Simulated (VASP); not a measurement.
A convergence study with VASP on C (diamond): a few settings are varied, all else stays as given below, so the limit is that of these other settings. The cell's lengths are 1 % over those of the tabulated start and one atom is moved, so it is off equilibrium.

```
C
1.0
    0.00000     1.80133     1.80133
    1.80133     0.00000     1.80133
    1.80133     1.80133     0.00000
C
2
Cartesian
  0.00000   0.00000   0.00000
  0.96127   0.90067   0.90067
```

All values below come from PBEsol GGA, VASP's PBE PAW potentials (set 64) (plane waves; VASP 6.6.1). The last row used: 900 eV cut-off, 10×10×10 Γ-centred mesh, Gaussian smearing of 0.050 eV, potentials C_h.

Gaps are read on the run's mesh, which can miss a band edge. Energies of different potentials or hybrids have different zeros.

```csv
setting,E (eV/atom),pressure (GPa),largest force (eV/Å),gap on the mesh (eV),plane waves
"ENCUT = 300, POTCAR C",-9.6429,-38.45,2.243,2.925,145
"ENCUT = 520, POTCAR C",-9.5818,-15.01,2.098,3.002,332
"ENCUT = 900, POTCAR C",___,___,___,___,728
"ENCUT = 300, POTCAR C_s",-9.5617,-15.13,2.107,3.019,145
"ENCUT = 400, POTCAR C_s",-9.5640,-14.30,2.101,3.017,222
"ENCUT = 520, POTCAR C_s",___,___,___,3.018,332
"ENCUT = 700, POTCAR C_s",-9.5691,-13.99,2.105,3.018,531
"ENCUT = 900, POTCAR C_s",-9.5693,-13.96,2.104,3.018,728
"ENCUT = 300, POTCAR C_h",-9.1537,-118.99,2.730,2.233,145
"ENCUT = 400, POTCAR C_h",-9.1625,-87.93,1.666,2.347,222
"ENCUT = 520, POTCAR C_h",-9.5045,-44.48,2.184,2.960,332
"ENCUT = 700, POTCAR C_h",-9.5849,-21.34,2.088,3.003,531
"ENCUT = 900, POTCAR C_h",-9.5940,-16.03,2.090,3.006,728
```

**Question.** Complete the blanks.

**Answer.** 
- ENCUT = 900, POTCAR C, E (eV/atom): -9.5884
- ENCUT = 900, POTCAR C, pressure (GPa): -15.36
- ENCUT = 900, POTCAR C, largest force (eV/Å): 2.091
- ENCUT = 900, POTCAR C, gap on the mesh (eV): 3.004
- ENCUT = 520, POTCAR C_s, E (eV/atom): -9.5685
- ENCUT = 520, POTCAR C_s, pressure (GPa): -14.15
- ENCUT = 520, POTCAR C_s, largest force (eV/Å): 2.106

Left out are rungs that failed or repeat a setting and relaxations that didn't move; long series are thinned to 24 rows.

The compound is C in the diamond structure. The cell was not relaxed at this level, it is distorted from the ideal structure.
